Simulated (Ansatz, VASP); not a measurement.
# CuBiH3: VASP beside Ansatz

```
Cu Bi H
1.0
     4.15327    0.00000    0.00000
     0.00000    4.15327    0.00000
     0.00000    0.00000    4.15327
Cu Bi H
1 1 3
Direct
  0.00000 0.00000 0.00000
  0.50000 0.50000 0.50000
  0.00000 0.50000 0.50000
  0.50000 0.00000 0.50000
  0.50000 0.50000 0.00000
```

Alike in both runs: functional PBE; k mesh 10 × 10 × 10; occupations gaussian, width 0.1 eV; no spin polarisation.

Ansatz relaxed the structure, and its values are those at the end. VASP's run is a single point on that final structure, the one shown.

|  | VASP | Ansatz |
| --- | --- | --- |
| version | VASP 6.6.1 | Ansatz 0.2.0 |
| potentials or method | VASP PAW PBE potentials, release 64 (Cu, Bi_d, H) | scalar-relativistic, plane waves, PAW |
| plane-wave cutoff (eV) | 520 | 420 |
| valence electrons in the cell | 29 | 37 |

|  | VASP | Ansatz | Ansatz less VASP |
| --- | --- | --- | --- |
| gap on the k mesh at the Fermi level (eV) | none | none | - |
| pressure (GPa) | -0.1 | 0.0 | +0.06 |

A gap of «none» marks a metal or a gap that the smearing closes. The functional is the same, so the differences come from potentials, cutoffs and numerics. The two sets of potentials don't hold the same shells in valence.

Caveats: spin-orbit coupling is left out, which moves the levels of the heavy elements.
